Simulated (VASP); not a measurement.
# ZnPd5Cl (P4/mmm) in VASP: further runs

Runs on ZnPd5Cl. Level: PBE. Tasks: single point, relaxation of the atoms.

Program: VASP 6.6.1. These are calculated values, not measurements. Logs are shortened: lines on timing, memory, paths and dates and some standing lists are left out, and cuts for length are marked.

## 1. Starting point

It takes space group P4/mmm (No. 123, tetragonal). The conventional cell has a = 3.991 Å, b = 3.991 Å, c = 7.010 Å, α = 90.00°, β = 90.00°, γ = 90.00°. Pd (site symmetry 2mm) is surrounded by 2 Cl at 2.62 Å and 6 Pd at 2.69 to 2.82 Å and 2 Zn at 2.69 Å. Around Pd (site symmetry 4/mmm) lie 8 Pd at 2.69 Å and 4 Zn at 2.82 Å. Around Zn (site symmetry 4/mmm) lie 12 Pd at 2.69 to 2.82 Å. Around Cl (site symmetry 4/mmm) lie 8 Pd at 2.62 Å.

The cell was built by a generator and needn't be a form met in nature.

## 2. Single point, PBE

The input, INCAR:

```
PREC = Accurate
ENCUT = 520
EDIFF = 1E-6
ISMEAR = -1
SIGMA = 0.1
LREAL = F
LASPH = T
NELM = 80
ALGO = Fast
ISIF = 2
LWAVE = F
LCHARG = F
GGA = PE
NBANDS = 44
```

The input, KPOINTS:

```
regular mesh
0
Gamma
  8 8 5
```

The input, POSCAR:

```
ZnPd5Cl
1.0
    3.9910830000      0.0000000000      0.0000000000
    0.0000000000      3.9910830000      0.0000000000
    0.0000000000      0.0000000000      7.0097440000
Pd Zn Cl
5 1 1
Direct
    0.5000000000      0.0000000000      0.7424313002
    0.0000000000      0.5000000000      0.7424313002
    0.5000000000      0.0000000000      0.2575686998
    0.0000000000      0.5000000000      0.2575686998
    0.0000000000      0.0000000000      0.0000000000
    0.5000000000      0.5000000000      0.0000000000
    0.0000000000      0.0000000000      0.5000000000
```

Potentials or basis: VASP PAW PBE potentials, release 64 (Pd, Zn, Cl).

Launch:

```
$ cat potpaw_PBE.64/Pd/POTCAR potpaw_PBE.64/Zn/POTCAR potpaw_PBE.64/Cl/POTCAR > POTCAR
$ mpirun -np 1 vasp_std > vasp.out
```

OUTCAR:

```text
PREC = Accurate
   ENCUT = 520
   EDIFF = 1E-6
   ISMEAR = -1
   LREAL = F
   LASPH = T
   NELM = 80
   ISIF = 2
   GGA = PE

 ion  position               nearest neighbor table
   1  0.500  0.000  0.742-   7 2.62   7 2.62   5 2.69   6 2.69   5 2.69   6 2.69   2 2.82   2 2.82
                             2 2.82   2 2.82   3 3.40
   2  0.000  0.500  0.742-   7 2.62   7 2.62   5 2.69   5 2.69   6 2.69   6 2.69   1 2.82   1 2.82
                             1 2.82   1 2.82   4 3.40
   3  0.500  0.000  0.258-   7 2.62   7 2.62   5 2.69   6 2.69   5 2.69   6 2.69   4 2.82   4 2.82
                             4 2.82   4 2.82   1 3.40
   4  0.000  0.500  0.258-   7 2.62   7 2.62   5 2.69   5 2.69   6 2.69   6 2.69   3 2.82   3 2.82
                             3 2.82   3 2.82   2 3.40
   5  0.000  0.000  0.000-   1 2.69   2 2.69   3 2.69   4 2.69   2 2.69   4 2.69   1 2.69   3 2.69
                             6 2.82   6 2.82   6 2.82   6 2.82
   6  0.500  0.500  0.000-   1 2.69   2 2.69   3 2.69   4 2.69   1 2.69   3 2.69   2 2.69   4 2.69
                             5 2.82   5 2.82   5 2.82   5 2.82
   7  0.000  0.000  0.500-   1 2.62   2 2.62   3 2.62   4 2.62   2 2.62   4 2.62   1 2.62   3 2.62

  LATTYP: Found a simple tetragonal cell.
 ALAT       =     3.9910830000
 C/A-ratio  =     1.7563513462

  Lattice vectors:

 A1 = (   3.9910830000,   0.0000000000,   0.0000000000)
 A2 = (   0.0000000000,   3.9910830000,   0.0000000000)
 A3 = (   0.0000000000,   0.0000000000,   7.0097440000)

Analysis of symmetry for initial positions (statically):
=====================================================================
 Subroutine PRICEL returns:
 Original cell was already a primitive cell.

 Routine SETGRP: Setting up the symmetry group for a
 simple tetragonal supercell.

 Subroutine GETGRP returns: Found 16 space group operations
 (whereof 16 operations were pure point group operations)
 out of a pool of 16 trial point group operations.

The static configuration has the point symmetry D_4h.

Analysis of symmetry for dynamics (positions and initial velocities):
=====================================================================
 Subroutine PRICEL returns:
 Original cell was already a primitive cell.

 Routine SETGRP: Setting up the symmetry group for a
 simple tetragonal supercell.

 Subroutine GETGRP returns: Found 16 space group operations
 (whereof 16 operations were pure point group operations)
 out of a pool of 16 trial point group operations.

The dynamic configuration has the point symmetry D_4h.

 Subroutine INISYM returns: Found 16 space group operations
 (whereof 16 operations are pure point group operations),
 and found     1 'primitive' translations

----------------------------------------------------------------------------------------

                                     Primitive cell

  volume of cell :     111.6564

  direct lattice vectors                    reciprocal lattice vectors
     3.991083000  0.000000000  0.000000000     0.250558558  0.000000000  0.000000000
     0.000000000  3.991083000  0.000000000     0.000000000  0.250558558  0.000000000
     0.000000000  0.000000000  7.009744000     0.000000000  0.000000000  0.142658562

  length of vectors
     3.991083000  3.991083000  7.009744000     0.250558558  0.250558558  0.142658562

  position of ions in fractional coordinates (direct lattice)
     0.500000000  0.000000000  0.742431300
     0.000000000  0.500000000  0.742431300
     0.500000000  0.000000000  0.257568700
     0.000000000  0.500000000  0.257568700
     0.000000000  0.000000000  0.000000000
     0.500000000  0.500000000  0.000000000
     0.000000000  0.000000000  0.500000000

  ion indices of the primitive-cell ions
   primitive index   ion index
                 1           1
                 2           2
                 3           3
                 4           4
                 5           5
                 6           6
                 7           7

----------------------------------------------------------------------------------------

 KPOINTS: regular mesh

Automatic generation of k-mesh.
 Grid dimensions read from file:
 generate k-points for:    8    8    5

 Generating k-lattice:

  Cartesian coordinates                     Fractional coordinates (reciprocal lattice)
     0.031319820  0.000000000  0.000000000     0.125000000  0.000000000  0.000000000
     0.000000000  0.031319820  0.000000000     0.000000000  0.125000000  0.000000000
     0.000000000  0.000000000  0.028531712     0.000000000  0.000000000  0.200000000

  Length of vectors
     0.031319820  0.031319820  0.028531712

  Shift w.r.t. Gamma in fractional coordinates (k-lattice)
     0.000000000  0.000000000  0.000000000

 Subroutine IBZKPT returns following result:
 ===========================================

 Found     45 irreducible k-points:

 Following reciprocal coordinates:
            Coordinates               Weight
  0.000000  0.000000  0.000000      1.000000
  0.125000  0.000000  0.000000      4.000000
  0.250000  0.000000  0.000000      4.000000
  0.375000  0.000000  0.000000      4.000000
  0.500000  0.000000  0.000000      2.000000
  0.125000  0.125000  0.000000      4.000000
[... 16 lines left out ...]
  0.375000  0.125000  0.200000     16.000000
  0.500000  0.125000  0.200000      8.000000
 [... further k-points ...]
   k-points           NKPTS =     45   k-points in BZ     NKDIM =     45   number of bands    NBANDS=     44
   number of dos      NEDOS =    301   number of ions     NIONS =      7
   total plane-waves  NPLWV =  48600
   dimension x,y,z NGX =    30 NGY =   30 NGZ =   54
   dimension x,y,z NGXF=    60 NGYF=   60 NGZF=  108
   ions per type =               5   1   1
   NGX,Y,Z   is equivalent  to a cutoff of  12.50, 12.50, 12.81 a.u.
   NGXF,Y,Z  is equivalent  to a cutoff of  24.99, 24.99, 25.61 a.u.
 SYSTEM =  unknown system
   PREC   = accura    normal or accurate (medium, high low for compatibility)
   ISTART =      0    job   : 0-new  1-cont  2-samecut
   ICHARG =      2    charge: 1-file 2-atom 10-const
   ISPIN  =      1    spin polarized calculation?
   LNONCOLLINEAR =      F non collinear calculations
   LSORBIT =      F    spin-orbit coupling
   LASPH  =      T    aspherical Exc in radial PAW
   ENCUT  =  520.0 eV  38.22 Ry    6.18 a.u.   7.42  7.42 13.03*2*pi/ulx,y,z
   NELM   =     80;   NELMIN=  2; NELMDL= -5     # of ELM steps
   EDIFF  = 0.1E-05   stopping-criterion for ELM
   LREAL  =      F    real-space projection
   EDIFFG = 0.1E-04   stopping-criterion for IOM
   NSW    =      0    number of steps for IOM
   IBRION =     -1    ionic relax: 0-MD 1-quasi-New 2-CG
   NFREE  =      0    steps in history (QN), initial steepest desc. (CG)
   ISIF   =      2    stress and relaxation
   ISYM   =      2    0-nonsym 1-usesym 2-fastsym
   POTIM  = 0.5000    time-step for ionic-motion
   TEBEG  =    0.0;   TEEND  =   0.0 temperature during run
   PSTRESS=    0.0 pullay stress
   NELECT =      69.0000    total number of electrons
   NUPDOWN=      -1.0000    fix difference up-down
   EMIN   =  10.00;   EMAX   =-10.00  energy-range for DOS
   EFERMI =   0.00;   METHOD = LEGACY
   ISMEAR =    -1;   SIGMA  =   0.10  broadening in eV -4-tet -1-fermi 0-gaus
   EFERMI_NEDOS =   21; number of points for ismear=-14 and -15
   IALGO  =     68    algorithm
   IMIX   =      4    mixing-type and parameters
     AMIX     =   0.40;   BMIX     =  1.00
     AMIX_MAG =   1.60;   BMIX_MAG =  1.00
  volume/ion in A,a.u.               =      15.95       107.64
  Fermi-wavevector in a.u.,A,eV,Ry     =   1.394430  2.635090 26.455635  1.944434
  Thomas-Fermi vector in A             =   2.517980
   LORBIT       =      0    0 simple, 1 ext, 2 COOP (PROOUT), +10 PAW based schemes
   GGA     = PE    functional components
   LHFCALC =     F    Hartree Fock is set to
   AEXX    =    0.0000 exact exchange contribution
   IVDW    =     0    specifies the selected vdW correction
   LEPSILON=     F    determine dielectric tensor
   LRPA    =     F    only Hartree local field effects (RPA)
 non-spin polarized calculation
 RMM-DIIS sequential band-by-band and
  energy-cutoff  :      520.00
  volume of cell :      111.66
 maximum number of plane-waves:      3050
 NGX is ok and might be reduce to    30
   NGX = 15   NGY = 15   NGZ = 27

 number of electron      68.9999996 magnetization

 Free energy of the ion-electron system (eV)
  ---------------------------------------------------
  ext. energy  EPLUGINS =         0.00000000
  ---------------------------------------------------
  free energy    TOTEN  =       -29.62743166 eV

  energy without entropy =      -29.44726988  energy(sigma->0) =      -29.53735077

 E-fermi :   7.7234     XC(G=0): -12.1001

 val. band max:        7.7196484008   @ k =   0.1250   0.1250   0.4000
 cond. band min:       7.7315759825   @ k =   0.1250   0.0000   0.0000
 fundamental gap:      0.0119275817
 Fermi energy:         7.7233620714

 k-point     1 :       0.0000    0.0000    0.0000
  band No.  band energies     occupation
      1      -9.6524      2.00000
      2       0.2253      2.00000
      3       0.5846      2.00000
      4       0.9805      2.00000
      5       1.0792      2.00000
      6       1.1138      2.00000
[... 36 lines left out ...]
     43      14.7219      0.00000
     44      15.8755      0.00000

 k-point     2 :       0.1250    0.0000    0.0000
  band No.  band energies     occupation
      1      -9.6373      2.00000
      2       0.2996      2.00000
      3       0.6638      2.00000
      4       1.0040      2.00000
      5       1.1007      2.00000
      6       1.1298      2.00000
[... 36 lines left out ...]
     43      15.2019      0.00000
     44      16.0282      0.00000

 k-point     3 :       0.2500    0.0000    0.0000
  band No.  band energies     occupation
      1      -9.6005      2.00000
      2       0.4933      2.00000
      3       0.7779      2.00000
      4       1.1260      2.00000
      5       1.1443      2.00000
      6       1.1506      2.00000
[... 36 lines left out ...]
     43      15.4858      0.00000
     44      16.0976      0.00000

 k-point     4 :       0.3750    0.0000    0.0000
  band No.  band energies     occupation
      1      -9.5634      2.00000
      2       0.7135      2.00000
      3       0.7772      2.00000
      4       1.1587      2.00000
      5       1.1755      2.00000
      6       1.2019      2.00000
[... 882 lines left out ...]
     43      15.0810      0.00000
     44      16.5763      0.00000

 k-point    23 :       0.3750    0.1250    0.2000
  band No.  band energies     occupation
      1      -9.5494      2.00000
      2       0.6845      2.00000
      3       0.8610      2.00000
      4       1.1462      2.00000
      5       1.1566      2.00000
      6       1.1657      2.00000
[... 36 lines left out ...]
     43      15.2104      0.00000
     44      15.7865      0.00000

 k-point    24 :       0.5000    0.1250    0.2000
  band No.  band energies     occupation
      1      -9.5343      2.00000
      2       0.8055      2.00000
      3       0.8241      2.00000
      4       1.1567      2.00000
      5       1.1649      2.00000
      6       1.1905      2.00000
[... 36 lines left out ...]
     43      15.4591      0.00000
     44      16.0554      0.00000

 [... further k-points ...]

------------------------ aborting loop because EDIFF is reached ----------------------------------------

  FORCE on cell =-STRESS in cart. coord.  units (eV):
  Direction    XX          YY          ZZ          XY          YZ          ZX
  --------------------------------------------------------------------------------------
  -------------------------------------------------------------------------------------
  Total        1.9416140      1.9416140      4.1882578      0.0000000      0.0000000     -0.0000000
  in kB       27.8605574     27.8605574     60.0980402      0.0000000      0.0000000     -0.0000000
  external PRESSURE =      38.6063850 kB  Pullay stress =       0.0000000 kB

 VOLUME and BASIS-vectors are now :
 -----------------------------------------------------------------------------
  energy-cutoff  :      520.00
  volume of cell :      111.66
      direct lattice vectors                 reciprocal lattice vectors
     3.991083000  0.000000000  0.000000000     0.250558558  0.000000000  0.000000000
     0.000000000  3.991083000  0.000000000     0.000000000  0.250558558  0.000000000
     0.000000000  0.000000000  7.009744000     0.000000000  0.000000000  0.142658562

 POSITION                                       TOTAL-FORCE (eV/Angst)
 -----------------------------------------------------------------------------------
      1.99554      0.00000      5.20425         0.000000      0.000000     -0.013293
      0.00000      1.99554      5.20425         0.000000      0.000000     -0.013293
      1.99554      0.00000      1.80549        -0.000000      0.000000      0.013293
      0.00000      1.99554      1.80549        -0.000000     -0.000000      0.013293
      0.00000      0.00000      0.00000         0.000000      0.000000      0.000000
      1.99554      1.99554      0.00000         0.000000      0.000000      0.000000
      0.00000      0.00000      3.50487         0.000000      0.000000      0.000000
 -----------------------------------------------------------------------------------
    total drift:                                0.000000      0.000000      0.000000

  FREE ENERGIE OF THE ION-ELECTRON SYSTEM (eV)
  ---------------------------------------------------
  free  energy   TOTEN  =       -29.6274316625 eV

  energy  without entropy=      -29.4472698783  energy(sigma->0) =      -29.53735077
```

Run time: 2.1 min. Hardware: 1 thread of Intel Xeon 6975P-C (Granite Rapids), shared host; peak memory 0.34 GiB.

Results:

```yaml
Free_energy: -29.6274 eV
Pressure: 3.9 GPa
Largest_force: 0.013 eV/Å
Band_gap_on_the_k_mesh: none (metal or under the smearing width)
```

Forces on the atoms (eV/Å):
```
Pd   0.000  0.000 -0.013
Pd   0.000  0.000 -0.013
Pd   0.000  0.000  0.013
Pd   0.000  0.000  0.013
Pd   0.000  0.000  0.000
Zn   0.000  0.000  0.000
Cl   0.000  0.000  0.000
```

Levels at points of the mesh, in eV from the Fermi level:
| k point | band 32 | band 33 | band 34 | band 35 | band 36 | band 37 | band 38 | band 39 |
| --- | --- | --- | --- | --- | --- | --- | --- | --- |
| (0.00, 0.00, 0.00) | -0.74 | -0.62 | 0.08 | 0.14 | 0.15 | 1.05 | 4.12 | 4.12 |
| (0.50, 0.00, 0.00) | -0.83 | -0.60 | -0.56 | -0.36 | -0.12 | 1.36 | 2.97 | 3.55 |
| (0.50, 0.50, 0.00) | -0.54 | -0.46 | -0.46 | -0.10 | 1.26 | 1.31 | 1.31 | 1.78 |

Caveat: an odd number of electrons without spin polarisation forces a metal; a magnetic or distorted state may lie lower.

## 3. Relaxation of the atoms, PBE

The input, INCAR:

```
ALGO = Fast
EDIFF = 1E-7
EDIFFG = -0.03
ENCUT = 520
GGA = PE
IBRION = 2
ISIF = 2
ISMEAR = -1
LASPH = True
LCHARG = False
LREAL = False
LWAVE = False
NELM = 80
NSW = 80
PREC = Accurate
SIGMA = 0.1
```

The input, KPOINTS:

```
k-points
0
Gamma
  8 8 5
```

The input, POSCAR:

```
ZnPd5Cl
1.0
    3.9910830000      0.0000000000      0.0000000000
    0.0000000000      3.9910830000      0.0000000000
    0.0000000000      0.0000000000      7.0097440000
Pd Zn Cl
5 1 1
Direct
    0.5000000000      0.0000000000      0.7262000000
    0.0000000000      0.5000000000      0.7262000000
    0.5000000000      0.0000000000      0.2738000000
    0.0000000000      0.5000000000      0.2738000000
    0.0000000000      0.0000000000      0.0000000000
    0.5000000000      0.5000000000      0.0000000000
    0.0000000000      0.0000000000      0.5000000000
```

Potentials or basis: VASP PAW PBE potentials, release 64 (Pd, Zn, Cl).

Launch:

```
$ cat potpaw_PBE.64/Pd/POTCAR potpaw_PBE.64/Zn/POTCAR potpaw_PBE.64/Cl/POTCAR > POTCAR
$ mpirun -np 1 vasp_std > vasp.out
```

Wall time 4.7 min (1 thread of Intel Xeon 6975P-C (Granite Rapids), shared host); peak memory 0.34 GiB.

The run converged. Its results:

```
Free energy                  : -29.6274 eV
Energy gained by relaxing    : 19.3 meV/atom
Ionic steps                  : 3
Pressure after relaxing      : 3.9 GPa
Largest force after relaxing : 0.014 eV/Å
Band gap on the k mesh       : none (metal or under the smearing width)
```

Forces on the atoms (eV/Å):
```
Pd   0.000  0.000 -0.014
Pd   0.000  0.000 -0.014
Pd   0.000  0.000  0.014
Pd   0.000  0.000  0.014
Pd   0.000  0.000  0.000
Zn   0.000  0.000  0.000
Cl   0.000  0.000  0.000
```

Stress tensor (GPa, compression positive):
```
2.80 0.00 0.00
0.00 2.80 0.00
0.00 0.00 6.03
```

Step by step:
```
step  energy change (eV)  largest force (eV/Å)  pressure (GPa)
   1              0.0000                0.5898            1.13
   2             -0.0590                0.4468            1.64
   3             -0.1348                0.0139            3.88
```

Final structure:
```xyz
7
Lattice="3.9911 0.0000 0.0000 0.0000 3.9911 0.0000 0.0000 0.0000 7.0097" Properties=species:S:1:pos:R:3 pbc="T T T"
Pd    1.9955    0.0000    5.2043
Pd    0.0000    1.9955    5.2043
Pd    1.9955    0.0000    1.8054
Pd    0.0000    1.9955    1.8054
Pd    0.0000    0.0000    0.0000
Zn    1.9955    1.9955    0.0000
Cl    0.0000    0.0000    3.5049
```

Levels at points of the mesh, in eV from the Fermi level:
```csv
k point,band 33,band 34,band 35,band 36,band 37,band 38
"(0.00, 0.00, 0.00)",-0.62,0.08,0.14,0.15,1.05,4.12
"(0.50, 0.00, 0.00)",-0.60,-0.56,-0.36,-0.12,1.36,2.97
"(0.50, 0.50, 0.00)",-0.46,-0.46,-0.10,1.26,1.31,1.31
```

Caveat: an odd number of electrons without spin polarisation forces a metal; a magnetic or distorted state may lie lower.
